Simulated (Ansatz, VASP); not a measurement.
**CeO2 in two plane-wave programs**

Aim: how closely do two programs agree when they are given the same cell, functional and k mesh? The cell is taken from a series of runs on this material, whose earlier steps may have relaxed, scaled, displaced or heated it; both programs get it as it stands.

Program: Ansatz 0.2.0. Level of theory: plane waves, with VASP 6.6.1 beside it; relaxation of cell and atoms at LDA. Results are calculated unless marked as measured.

**1. Set-up**

The structure is cubic, space group Fm-3m (No. 225). The conventional cell has a = 5.359 Å, b = 5.359 Å, c = 5.359 Å, α = 90.00°, β = 90.00°, γ = 90.00°. Nearest to Ce lie 8 O at 2.32 Å. Nearest to O lie 4 Ce at 2.32 Å. Farther neighbours and most contacts between anions are not listed.

Structure file:

```xyz
3
Lattice="0.0000 2.6794 2.6794 2.6794 0.0000 2.6794 2.6794 2.6794 0.0000" Properties=species:S:1:pos:R:3 pbc="T T T"
Ce    0.0000    0.0000    0.0000
O     1.3397    1.3397    1.3397
O     4.0192    4.0192    4.0192
```

**2. VASP: relaxation of cell and atoms, LDA**

The relaxed volume is the usual yardstick between codes: in a stiff, nearly cubic crystal its relative difference is about their pressure difference at one cell divided by the bulk modulus.

Lines of VASP's logs that name or quote its potential files are left out, and so is its time.

The input, INCAR:

```
SYSTEM = CeO2
PREC = Accurate
ENCUT = 600
EDIFF = 1E-07
NELM = 200
ISMEAR = 0
SIGMA = 0.01
LREAL = .FALSE.
ALGO = Normal
GGA = CA
NBANDS = 18
LASPH = .TRUE.
LORBIT = 11
LWAVE = .FALSE.
LCHARG = .FALSE.
ISIF = 3
IBRION = 2
NSW = 80
EDIFFG = -0.005
GGA_COMPAT = .FALSE.
NELMIN = 4
EFERMI = MIDGAP
LMAXMIX = 6
```

The input, POSCAR:

```
CeO2
1.0
    0.0000000000      2.6794360000      2.6794360000
    2.6794360000      0.0000000000      2.6794360000
    2.6794360000      2.6794360000      0.0000000000
Ce O
1 2
Direct
    0.0000000000      0.0000000000      0.0000000000
    0.2500000000      0.2500000000      0.2500000000
    0.7500000000      0.7500000000      0.7500000000
```

The input, KPOINTS:

```
Automatic mesh
0
Gamma
12 12 12
0 0 0
```

PAW data sets: Ce and O (LDA family, release 64).

Run with:

```sh
$ mpirun -np 1 vasp_std
```

Numbers of over 12 decimals in the logs are rounded to 6 here.

Log:

```text
[banner, memory and clock lines left out]
running    1 mpi-ranks, on    1 nodes
 distrk:  each k-point on    1 cores,    1 groups
 distr:  one band on    1 cores,    1 groups

 POSCAR found type information on POSCAR CeO
 POSCAR found :  2 types and       3 ions
 LDA part: xc-table for (Slater(with rela. corr.)+CA(PZ))
 , standard interpolation
 POSCAR, INCAR and KPOINTS ok, starting setup
 FFT: planning ... GRIDC
 FFT: planning ... GRID_SOFT
 FFT: planning ... GRID
 WAVECAR not read
 entering main loop
       N       E                     dE             d eps       ncg     rms          rms(c)
DAV:   1     0.230105253026E+03    0.23011E+03   -0.12653E+04  2624   0.187E+03
DAV:   2     0.110258468360E+02   -0.21908E+03   -0.19536E+03  3266   0.303E+02
DAV:   3    -0.328211878838E+02   -0.43847E+02   -0.40367E+02  3290   0.146E+02
DAV:   4    -0.341441427923E+02   -0.13230E+01   -0.13222E+01  3412   0.272E+01
DAV:   5    -0.342284383471E+02   -0.84296E-01   -0.84284E-01  4642   0.556E+00    0.126E+03
DAV:   6    -0.321967957844E+02    0.20316E+01   -0.70554E+01  3626   0.513E+01    0.677E+01
DAV:   7    -0.495684826605E+02   -0.17372E+02   -0.33253E+02  4162   0.256E+02    0.573E+02
DAV:   8    -0.431993531979E+02    0.63691E+01   -0.24999E+01  3888   0.550E+01    0.640E+02
DAV:   9    -0.382438113112E+02    0.49555E+01   -0.51643E+00  4054   0.181E+01    0.572E+02
DAV:  10    -0.380466614019E+02    0.19715E+00   -0.27399E-01  4134   0.460E+00    0.553E+02
DAV:  11    -0.352252851322E+02    0.28214E+01   -0.70547E-01  3654   0.850E+00    0.517E+02
DAV:  12    -0.296944855225E+02    0.55308E+01   -0.74958E+00  4178   0.250E+01    0.197E+02
DAV:  13    -0.296868141258E+02    0.76714E-02   -0.10235E+00  4074   0.544E+00    0.218E+02
DAV:  14    -0.290063585552E+02    0.68046E+00   -0.96562E-01  3520   0.103E+01    0.472E+01
[...]
DAV:  25    -0.288591722759E+02    0.41889E-04   -0.79072E-04  3428   0.299E-01    0.149E+00
DAV:  26    -0.288591477597E+02    0.24516E-04   -0.16955E-04  3986   0.139E-01    0.659E-01
DAV:  27    -0.288591500831E+02   -0.23234E-05   -0.11353E-05  3750   0.243E-02    0.561E-01
DAV:  28    -0.288591512056E+02   -0.11225E-05   -0.98858E-07  3772   0.802E-03    0.592E-01
DAV:  29    -0.288591476641E+02    0.35415E-05   -0.23727E-05  3756   0.445E-02    0.964E-02
DAV:  30    -0.288591480555E+02   -0.39138E-06   -0.42601E-06  3816   0.203E-02    0.357E-01
DAV:  31    -0.288591476351E+02    0.42039E-06   -0.21153E-06  3258   0.153E-02    0.134E-02
DAV:  32    -0.288591476388E+02   -0.37198E-08   -0.42274E-08  1626   0.179E-03
   1 F= -.28859148E+02 E0= -.28859148E+02  d E =-.288591E+02
 curvature:   0.00 expect dE= 0.000E+00 dE for cont linesearch  0.000E+00
 trial: gam= 0.00000 g(F)=  0.892E-47 g(S)=  0.234E-03 ort = 0.000E+00 (trialstep = 0.100E+01)
 search vector abs. value=  0.234E-03
 bond charge predicted
       N       E                     dE             d eps       ncg     rms          rms(c)
DAV:   1    -0.288612863971E+02   -0.21388E-02   -0.52144E-02  2624   0.212E+00    0.290E+01
DAV:   2    -0.288601864752E+02    0.10999E-02   -0.15757E-02  3336   0.136E+00    0.489E+00
DAV:   3    -0.288607664277E+02   -0.57995E-03   -0.25555E-02  3754   0.141E+00    0.146E+01
DAV:   4    -0.288591404455E+02    0.16260E-02   -0.65144E-03  3714   0.777E-01    0.169E+00
DAV:   5    -0.288591684958E+02   -0.28050E-04   -0.14783E-04  2974   0.115E-01    0.389E+00
DAV:   6    -0.288591114801E+02    0.57016E-04   -0.19889E-04  4504   0.125E-01    0.108E+00
DAV:   7    -0.288591113858E+02    0.94219E-07   -0.12923E-05  4536   0.225E-02    0.701E-01
DAV:   8    -0.288591107928E+02    0.59308E-06   -0.13899E-05  4542   0.261E-02    0.113E-01
DAV:   9    -0.288591104495E+02    0.34328E-06   -0.15001E-06  3722   0.840E-03    0.112E-01
DAV:  10    -0.288591104411E+02    0.84265E-08   -0.14998E-07  1758   0.350E-03
   2 F= -.28859110E+02 E0= -.28859110E+02  d E =0.371978E-04
 trial-energy change:    0.000037  1 .order    0.000040   -0.000234    0.000313
 step:   0.4341(harm=  0.4277)  dis= 0.00000  next Energy=   -28.859199 (dE=-0.510E-04)
 bond charge predicted
       N       E                     dE             d eps       ncg     rms          rms(c)
DAV:   1    -0.288598933780E+02   -0.78293E-03   -0.16731E-02  2608   0.120E+00    0.163E+01
DAV:   2    -0.288595102181E+02    0.38316E-03   -0.47574E-03  3296   0.738E-01    0.259E+00
DAV:   3    -0.288596945767E+02   -0.18436E-03   -0.75615E-03  3756   0.775E-01    0.791E+00
DAV:   4    -0.288592135561E+02    0.48102E-03   -0.18002E-03  3698   0.407E-01    0.118E+00
DAV:   5    -0.288592141695E+02   -0.61345E-06   -0.44437E-05  3112   0.535E-02    0.205E+00
DAV:   6    -0.288591992569E+02    0.14913E-04   -0.58726E-05  4488   0.662E-02    0.618E-01
DAV:   7    -0.288591994558E+02   -0.19891E-06   -0.29777E-06  4184   0.111E-02    0.414E-01
DAV:   8    -0.288591993880E+02    0.67863E-07   -0.35809E-06  4456   0.130E-02    0.885E-02
DAV:   9    -0.288591993019E+02    0.86023E-07   -0.31521E-07  2162   0.418E-03
   3 F= -.28859199E+02 E0= -.28859199E+02  d E =-.516631E-04
 curvature:  -0.21 expect dE=-0.465E-08 dE for cont linesearch -0.465E-08
 trial: gam= 0.00000 g(F)=  0.824E-47 g(S)=  0.218E-07 ort =-0.226E-05 (trialstep = 0.887E+00)
 search vector abs. value=  0.219E-07
 reached required accuracy - stopping structural energy minimisation
```

From OUTCAR (step 2):

```text
ion  position               nearest neighbor table
   1  0.000  0.000  0.000-   3 2.32   3 2.32   3 2.32   2 2.32   3 2.32   2 2.32   2 2.32   2 2.32

  LATTYP: Found a face centered cubic cell.
 ALAT       =     5.3588720000

 Subroutine GETGRP returns: Found 48 space group operations
 (whereof 48 operations were pure point group operations)

The static configuration has the point symmetry O_h .

 Found     72 irreducible k-points:

   k-points           NKPTS =     72   k-points in BZ     NKDIM =     72   number of bands    NBANDS=     18

   dimension x,y,z NGX =    30 NGY =   30 NGZ =   30
   dimension x,y,z NGXF=    60 NGYF=   60 NGZF=   60

   ENCUT  =  600.0 eV  44.10 Ry    6.64 a.u.   7.57  7.57  7.57*2*pi/ulx,y,z

   NELECT =      24.0000    total number of electrons

 k-points in reciprocal lattice and weights: Automatic mesh
   0.00000000  0.00000000  0.00000000       0.001
   0.08333333  0.00000000  0.00000000       0.005
   0.16666667  0.00000000  0.00000000       0.005
   0.25000000  0.00000000  0.00000000       0.005
   0.33333333  0.00000000  0.00000000       0.005
   0.41666667  0.00000000  0.00000000       0.005
   0.50000000  0.00000000  0.00000000       0.002
   0.08333333  0.08333333  0.00000000       0.003
   0.16666667  0.08333333  0.00000000       0.014
[...]
-0.33333333  0.50000000  0.16666667       0.007
  -0.25000000  0.50000000  0.25000000       0.003

 average (electrostatic) potential at core
       1 -75.6587       2 -69.0070       3 -69.0070

 E-fermi :   6.2423

 k-point     1 :       0.0000    0.0000    0.0000
  band No.  band energies     occupation
    ...
      8       1.1708      2.00000
      9       1.1708      2.00000
     10       4.5699      2.00000
     11       4.5699      2.00000
     12       4.5699      2.00000
     13       7.5537      0.00000
     14       7.5537      0.00000
     15       7.5537      0.00000
     16       7.8592      0.00000
     17       8.2785      0.00000
    ...

 k-point     2 :       0.0833    0.0000    0.0000
  band No.  band energies     occupation
    ...
      8       1.2410      2.00000
      9       1.3675      2.00000
     10       4.5012      2.00000
     11       4.5428      2.00000
     12       4.5428      2.00000
     13       7.5465      0.00000
     14       7.5465      0.00000
     15       7.5544      0.00000
     16       7.8682      0.00000
     17       8.2125      0.00000
    ...

 k-point     3 :       0.1667    0.0000    0.0000
  band No.  band energies     occupation
    ...
      8       1.4295      2.00000
      9       1.8959      2.00000
     10       4.3408      2.00000
     11       4.4775      2.00000
     12       4.4775      2.00000
     13       7.5232      0.00000
     14       7.5232      0.00000
     15       7.5563      0.00000
     16       7.8901      0.00000
     17       8.0478      0.00000
    ...

  Total       -0.0006717     -0.0006717     -0.0006717      0.0000000      0.0000000      0.0000000
  in kB       -0.0279328     -0.0279328     -0.0279328      0.0000000      0.0000000      0.0000000
  external PRESSURE =      -0.0279328 kB  Pullay stress =       0.0000000 kB

  energy-cutoff  :      600.00
  volume of cell :       38.53
      direct lattice vectors                 reciprocal lattice vectors
     0.000000000  2.680738804  2.680738804    -0.186515747  0.186515747  0.186515747
     2.680738804 -0.000000000  2.680738804     0.186515747 -0.186515747  0.186515747
     2.680738804  2.680738804  0.000000000     0.186515747  0.186515747 -0.186515747

 POSITION                                       TOTAL-FORCE (eV/Angst)
 -----------------------------------------------------------------------------------
      0.00000      0.00000      0.00000        -0.000000     -0.000000     -0.000000
      1.34037      1.34037      1.34037         0.000000      0.000000      0.000000
      4.02111      4.02111      4.02111        -0.000000     -0.000000      0.000000
 -----------------------------------------------------------------------------------
    total drift:                                0.000000     -0.000000      0.000000

  FREE ENERGIE OF THE ION-ELECTRON SYSTEM (eV)
  ---------------------------------------------------
  free  energy   TOTEN  =       -28.8591993019 eV

  energy  without entropy=      -28.8591993019  energy(sigma->0) =      -28.85919930

 reached required accuracy - stopping structural energy minimisation

 total charge
# of ion       s       p       d       f       tot
--------------------------------------------------
    1        2.029   5.806   0.939   1.005   9.779
    2        1.564   3.434   0.000   0.000   4.998
    3        1.564   3.434   0.000   0.000   4.998
--------------------------------------------------
tot          5.158  12.674   0.939   1.005  19.775

[... 3 further parts left out ...]
```

CONTCAR:

```
CeO2
   1.00000000000000
     0.0000000000000000    2.6807388036694495    2.6807388036694495
     2.6807388036694495   -0.0000000000000000    2.6807388036694495
     2.6807388036694495    2.6807388036694495    0.0000000000000000
  Ce              O
     1     2
Direct
     0.0000000000000000    0.0000000000000000    0.0000000000000000
     0.2500000000000000    0.2500000000000000    0.2500000000000000
     0.7500000000000000    0.7500000000000000    0.7500000000000000
```

This run has no spin polarisation, so a moment on Ce, if there is one, isn't seen. Without U or exact exchange, f electrons of an open shell come out too delocalised.

(Part 1 of 2 ends here.)

[Lines on the potential files, build, host, timing and source positions are cut from VASP's logs without a mark.]

[Logs are printed without paths, hosts, clocks, repeated set-up lines and the standing remarks that a program may print on its own settings, such as how far it seeks lower states.]

[Hosts, paths, dates, database ids (printed as entryN), source tags and the programs' standing remarks are cut or masked in the printed files.]
